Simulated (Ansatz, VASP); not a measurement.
# Sn: VASP beside Ansatz, part 2 of 2

Wanted: the spread between two codes on one cell, functional and k mesh. The cell is taken from a series of runs on this material, whose earlier steps may have relaxed, scaled, displaced or heated it; both programs get it as it stands.

VASP 6.6.1 and Ansatz 0.2.0.

So far: The structure; VASP: zone-centre phonons, PBEsol.

### 2. VASP: zone-centre phonons, PBEsol (continued)

Level of this step: PBEsol; plane waves and PAW (Sn_d) (VASP).

Numbers of over 12 decimals in the logs are rounded to 6 here.

Parts of OUTCAR (step 2):

```text
ion  position               nearest neighbor table
   1  0.499  0.499  0.501-   2 2.82   2 2.82   2 2.83   2 2.83
   2  0.751  0.751  0.749-   1 2.82   1 2.82   1 2.83   1 2.83

  LATTYP: Found a body centered orthorhombic cell.
 ALAT       =     4.5777676225
 B/A-ratio  =     1.0110359225
 C/A-ratio  =     1.4347727068

 Subroutine GETGRP returns: Found  4 space group operations
 (whereof  2 operations were pure point group operations)

The static configuration has the point symmetry C_1h.
 The point group associated with its full space group is C_2h.

   k-points           NKPTS =   1728   k-points in BZ     NKDIM =   1728   number of bands    NBANDS=     20

   dimension x,y,z NGX =    36 NGY =   36 NGZ =   36
   dimension x,y,z NGXF=    72 NGYF=   72 NGZF=   72

   ENCUT  =  500.0 eV  36.75 Ry    6.06 a.u.   8.43  8.43  8.35*2*pi/ulx,y,z

   NELECT =      28.0000    total number of electrons

 k-points in reciprocal lattice and weights: Points of the shifted mesh
   0.04166667  0.04166667  0.04166667       0.001
   0.04166667  0.04166667  0.12500000       0.001
   0.04166667  0.04166667  0.20833333       0.001
   0.04166667  0.04166667  0.29166667       0.001
   0.04166667  0.04166667  0.37500000       0.001
   0.04166667  0.04166667  0.45833333       0.001
   0.04166667  0.04166667  0.54166667       0.001
   0.04166667  0.04166667  0.62500000       0.001
   0.04166667  0.04166667  0.70833333       0.001
[...]
0.95833333  0.95833333  0.87500000       0.001
   0.95833333  0.95833333  0.95833333       0.001

 average (electrostatic) potential at core
       1-101.4861       2-101.4861

  Total        0.0994245      0.0994245     -0.0294704      0.1288115     -0.0176797     -0.0176796
  in kB        2.2894070      2.2894070     -0.6786029      2.9660891     -0.4071035     -0.4071015
  external PRESSURE =       1.3000704 kB  Pullay stress =       0.0000000 kB

  energy-cutoff  :      500.00
  volume of cell :       69.58
      direct lattice vectors                 reciprocal lattice vectors
    -0.017861478  3.254832007  3.284028021    -0.152779355  0.152779355  0.152252050
     3.254832007 -0.017861478  3.284028021     0.152779355 -0.152779355  0.152252050
     3.236970529  3.236970529  0.000000000     0.154465416  0.154465416 -0.152252050

 POSITION                                       TOTAL-FORCE (eV/Angst)
 -----------------------------------------------------------------------------------
      3.23660      3.23660      3.27790        -0.000073     -0.000073      0.000188
      4.85582      4.85582      4.93217         0.000073      0.000073     -0.000188
 -----------------------------------------------------------------------------------
    total drift:                                0.000000     -0.000000      0.000000

 Eigenvectors and eigenvalues of the dynamical matrix
 ----------------------------------------------------

   1 f  =    5.675818 THz    35.662216 2PiTHz  189.324911 cm-1    23.473287 meV
             X         Y         Z           dx          dy          dz
      3.236602  3.236602  3.277902     0.427595    0.427595    0.366504
      4.855825  4.855825  4.932168    -0.427595   -0.427595   -0.366504

   2 f  =    5.639262 THz    35.432529 2PiTHz  188.105539 cm-1    23.322104 meV
             X         Y         Z           dx          dy          dz
      3.236602  3.236602  3.277902     0.259157    0.259157   -0.604711
      4.855825  4.855825  4.932168    -0.259157   -0.259157    0.604711

   3 f  =    5.618928 THz    35.304763 2PiTHz  187.427247 cm-1    23.238007 meV
             X         Y         Z           dx          dy          dz
      3.236602  3.236602  3.277902     0.500000   -0.500000    0.000000
      4.855825  4.855825  4.932168    -0.500000    0.500000   -0.000000

   4 f  =    0.000000 THz     0.000001 2PiTHz    0.000006 cm-1     0.000001 meV
             X         Y         Z           dx          dy          dz
      3.236602  3.236602  3.277902    -0.006235    0.100081   -0.699961
      4.855825  4.855825  4.932168    -0.006235    0.100081   -0.699961

   5 f  =    0.000000 THz     0.000000 2PiTHz    0.000001 cm-1     0.000000 meV
             X         Y         Z           dx          dy          dz
      3.236602  3.236602  3.277902     0.537832   -0.453743   -0.069668
      4.855825  4.855825  4.932168     0.537832   -0.453743   -0.069668

   6 f/i=    0.000000 THz     0.000000 2PiTHz    0.000001 cm-1     0.000000 meV
             X         Y         Z           dx          dy          dz
      3.236602  3.236602  3.277902    -0.459018   -0.533011   -0.072122
      4.855825  4.855825  4.932168    -0.459018   -0.533011   -0.072122

 ELASTIC MODULI CONTR FROM IONIC RELAXATION (kBar)
 Direction    XX          YY          ZZ          XY          YZ          ZX
 --------------------------------------------------------------------------------
 XX          -0.0102     -0.0076     -0.0511     -1.1377      0.4808      0.8607
 YY          -0.0076     -0.0102     -0.0511     -0.9816      1.1335      0.0522
 ZZ          -0.0511     -0.0511     -0.3560     -8.3677      2.6467      0.5747
 XY          -1.1377     -0.9816     -8.3677   -214.2249      4.2164      3.7777
 YZ           0.4808      1.1335      2.6467      4.2164   -216.4113     -4.8244
 ZX           0.8607      0.0522      0.5747      3.7777     -4.8244   -214.1761
 --------------------------------------------------------------------------------
```

### 3. Ansatz: zone-centre phonons, PBEsol

Ansatz runs on its PAW soft_1 files.

The same cell, functional, mesh and smearing now go to Ansatz, which takes its cutoff from its data sets.

input.yaml reads:

```yaml
crystal:
  lattice:
    - [-0.017861478, 3.2548320066, 3.2840280214]
    - [3.2548320066, -0.017861478, 3.2840280214]
    - [3.2369705286, 3.2369705286, 0.0]
  atoms:
    - { symbol: Sn, position: [0.4990673648, 0.4990673648, 0.5008187023] }
    - { symbol: Sn, position: [0.7509326352, 0.7509326352, 0.7491812977] }
kpoints:
  mp_grid: { grid: [12, 12, 12], shift: [0.5, 0.5, 0.5] }
hamiltonian:
  xc: pbesol
  pseudopotentials: { kind: paw, azcp: { folder: soft_1 }, xc_functional: pbe }
scf:
  occupations: { method: gaussian, width: 0.015 }
output:
  eigenvalues: true
phonons:
  method: dfpt
```

Run with:

```
ansatz run input.yaml --threads 4 --pin off --max-ram 10240MiB --backend cpu --events-out ev --progress --plain --runs-dir out
```

Output:

```text
Engine: ansatz 0.2.0, aarch64-unknown-linux-gnu
Pseudopotentials: kind: paw
Pseudopotential: Sn, paw, valence charge 14, recommended cutoff 420 eV (normal), soft_1/Sn.paw.azcp
Functional definition: PBEsol
  exchange = pbesol_x
  correlation = pbesol_c
Crystal: 2 atoms, lattice volume = 69.579 Å³
Basis set: ecut = 420 eV, 1371 PW (Γ), exchange–correlation on 64×64×64 points (8 copies of the dense FFT grid, shifted against one another)
Bands: 18, of which v1, the nominal top of the filled ones, is band 14 counted from 1 (13 counted from 0)
Symmetry: 4 space group operations
k-points: 864 of 1728 (irreducible under 1 space group operation, time reversal used)
Non-local potential: Sn, projectors of the file, l = 0: 2, l = 1: 2, l = 2: 2, l = 3: 1
PAW form: soft (Blöchl's): semilocal exchange-correlation on the pseudo side does not see the compensation charge
PAW frozen core: Sn, regenerated for the run's functional, and the local potential with it (the file was generated under x = pbe(κ = 0.804, μ = 0.219515), c = pbe(β = 0.066725))
PAW one-centre angular grid: Sn, 590 points (default); XC on 64 Gauss nodes
Initial density: superposition of atomic densities (chi_scale 0.1, normalization cell)
Initial wavefunctions: pseudopotential atomic-orbital guess
Functional: x = pbesol(κ = 0.804, μ = 0.123457), c = pbesol(β = 0.046)
SCF iter   1: F=—  HF=-11899.715526 eV  |F-HF|=—  |Δ(HF+E_count)|=         —  Δρ=2.14e-2  dr2=3.34e-1  ethr=3.10e-3  ⟨swp⟩=6.0  Hψ=86440  notcnv=0
preconditioner: auto → none  [insulator: Δε(μ)=0.058 eV  Ē_g=19.884 eV  σ=0.015 eV  W_gap=0.58  n_scr=14 (ndim 8)  ℏωp=23.6 eV  f_vac=0.007  D(μ)=0.23/eV (n_scr^D=0)  ε∞_Penn≈2.4]
SCF iter   2: F=—  HF=-11899.652574 eV  |F-HF|=—  |Δ(HF+E_count)|=   6.30e-2  Δρ=9.64e-3  dr2=6.18e-2  ethr=1.19e-3  ⟨swp⟩=2.0  Hψ=25882  notcnv=0
SCF iter   3: F=—  HF=-11899.645459 eV  |F-HF|=—  |Δ(HF+E_count)|=   7.11e-3  Δρ=8.63e-4  dr2=3.38e-4  ethr=2.21e-4  ⟨swp⟩=2.7  Hψ=22350  notcnv=0
SCF iter   4: F=—  HF=-11899.645626 eV  |F-HF|=—  |Δ(HF+E_count)|=   1.66e-4  Δρ=3.57e-4  dr2=4.01e-5  ethr=1.21e-6  ⟨swp⟩=2.0  Hψ=30863  notcnv=0
SCF iter   5: F=—  HF=-11899.645629 eV  |F-HF|=—  |Δ(HF+E_count)|=   3.53e-6  Δρ=4.31e-5  dr2=1.05e-6  ethr=1.43e-7  ⟨swp⟩=2.0  Hψ=27648  notcnv=0
SCF iter   6: F=—  HF=-11899.645630 eV  |F-HF|=—  |Δ(HF+E_count)|=   1.04e-6  Δρ=8.40e-6  dr2=6.64e-8  ethr=3.74e-9  ⟨swp⟩=2.1  Hψ=27538  notcnv=0
SCF iter   7: F=—  HF=-11899.645630 eV  |F-HF|=—  |Δ(HF+E_count)|=   4.17e-9  Δρ=2.03e-6  dr2=2.13e-9  ethr=2.37e-10  ⟨swp⟩=2.0  Hψ=27650  notcnv=0
SCF iter   8: F=—  HF=-11899.645630 eV  |F-HF|=—  |Δ(HF+E_count)|=   4.02e-9  Δρ=2.24e-7  dr2=3.41e-11  ethr=7.62e-12  ⟨swp⟩=3.0  Hψ=28061  notcnv=0
SCF iter   9: F=-11899.645630 eV  HF=-11899.645630 eV  |F-HF|=7.28e-12  |Δ(HF+E_count)|=  6.00e-11  Δρ=1.98e-8  dr2=2.19e-13  ethr=1.00e-12  ⟨swp⟩=6.8  Hψ=72060  notcnv=0
SCF 1 converged in 9 iterations: F = -11899.645630 eV  dr2 = 2.19e-13
  greatest PAW one-centre occupation: 0.991 electrons in one spin orbital (limit 2), on the Sn atom at site 1 (counted from 0), in its partial waves of l = 2
DFPT response loops at Γ: preconditioner auto → Kerker (q_TF=auto, 2.344 Å⁻¹) (partly filled bands, converged f_vac=0.085); β = 1.00, the filter's whole step (`scf.mixing.beta` (0.50) is not read by the response loops under this deck's `scf.mixing.preconditioner`; to damp them name `kerker` or `kerker_dos`, under which they read `scf.mixing.beta`, and type it under 1.00, their step now; both keys bind the ground state too); Broyden in place of MSR1
SCF converged after 9 iterations
Free energy (F): -11899.645630 eV
Harris-Foulkes:  -11899.645630 eV  (|F-HF|=7.28e-12)
Internal energy: -11899.645628 eV  (E = F + TS)
E sigma→0 (E₀):  -11899.645629 eV
Entropy (-TS):   -0.000002 eV (-0.001 meV/atom)
Fermi energy:    7.498953 eV
--- Per-component energies (eV) ---
  E_band       = -255.220544
  E_kinetic    = 336.894014
  E_local      = -2644.370952  (includes V_loc(G=0)·N_el)
  E_nonlocal   = 293.825188
  E_hartree    = 1283.698753
  E_xc         = -248.967228
  E_vxc        = -160.315135  (∫ρ·V_xc dr)
  E_paw        = -8592.661213  (= ΣΔE_a)
  E_vpaw       = -648.651755  (= ΣTr[D̂ρ^β])
  E_aug_tail   = 0.000578  (compensation charges beyond the density's cutoff)
  E_ewald      = -2328.634447
  E_core_change = 0.569679  (= ΣΔE_core)
  E_smearing   = -0.000002  (= −TS)
  E_closure    = 0.000000  (closes the sum)
  Σ components = -11899.645630   (vs F -11899.645630, Δ=0.00e0)
--- Band table (eV; the first three rows and the last of 864) ---
  k-point 0: bands = [... 10 lower, -2.9937, 6.4131, 7.5229, 7.5359, 7.7745, 9.6495, 9.7140, 9.7372]
  k-point 1: bands = [... 10 lower, -2.9040, 5.6172, 7.1453, 7.4588, 8.1103, 9.7462, 9.8172, 10.3183]
  k-point 2: bands = [... 10 lower, -2.6846, 4.4421, 6.7797, 7.1943, 8.0824, 10.0926, 10.2711, 11.1204]
  k-point 863: bands = [... 10 lower, -1.4287, 1.2454, 6.2268, 6.3804, 7.6785, 10.6779, 10.7831, 13.1489]
--- Phonons (Γ-DFPT): 2 representative perturbations + reference, on 864 of 1728 k-points (Σ response iterations 6) ---
  k mesh reduced under 1 symmetry operation, with k and −k counted as one. Each operation leaves every solved perturbation unchanged. A smaller set is not used because it would not reduce the number of displacements times k-points to solve
  ASR residual: 6.567e-6 → 0.000e0 eV/Å²; symmetrization residual: 1.718e-6 eV/Å²
  ASR residual per site (eV/Å²): 6.57e-6 6.57e-6
  Γ frequencies (cm⁻¹): 0.00 0.00 0.00 187.37 188.69 189.33
  non-analytic LO–TO correction: not included (Born effective charges unavailable; polar crystals: no LO–TO splitting at Γ)
```

In the SCF lines HF is the Harris–Foulkes energy and dr2 the Hartree energy of the density residual, in eV; the loop may stop once dr2 is under the threshold and the program's other checks hold. Hψ counts applications of the Hamiltonian.

### 4. Differences

Known differences besides the potentials themselves: the cutoff is 420 eV in Ansatz and 500 eV in VASP; Ansatz makes its cores anew for this functional, VASP keeps those of its PBE data sets. Total energies have different zeros and are not compared.

Compared:

| quantity | Ansatz | VASP | difference |
| --- | --- | --- | --- |
| optical mode 1 (cm⁻¹) | 187.4 | 187.4 | -0.03 % |
| optical mode 2 (cm⁻¹) | 188.7 | 188.1 | +0.31 % |
| optical mode 3 (cm⁻¹) | 189.3 | 189.3 | +0.00 % |

Modes are paired by rising frequency, not by their patterns, so a pair may set unlike modes beside each other; they are those without the splitting of longitudinal modes.

### 5. Results

| Item | Value |
| --- | --- |
| r.m.s. difference of the optical zone-centre modes, each program's sorted by frequency (zone-centre phonons, PBEsol) | 0.34 cm⁻¹ |

What this shows: The r.m.s. difference of the optical zone-centre modes, each program's sorted by frequency is 0.34 cm⁻¹ (zone-centre phonons, PBEsol). How closely two codes agree says nothing of how well the functional describes the real material.

[Lines on the potential files, build, host, timing and source positions are cut from VASP's logs without a mark.]

[Logs are printed without paths, hosts, clocks, repeated set-up lines and the standing remarks that a program may print on its own settings, such as how far it seeks lower states.]

[Hosts, paths, dates, database ids (printed as entryN), source tags and the programs' standing remarks are cut or masked in the printed files.]
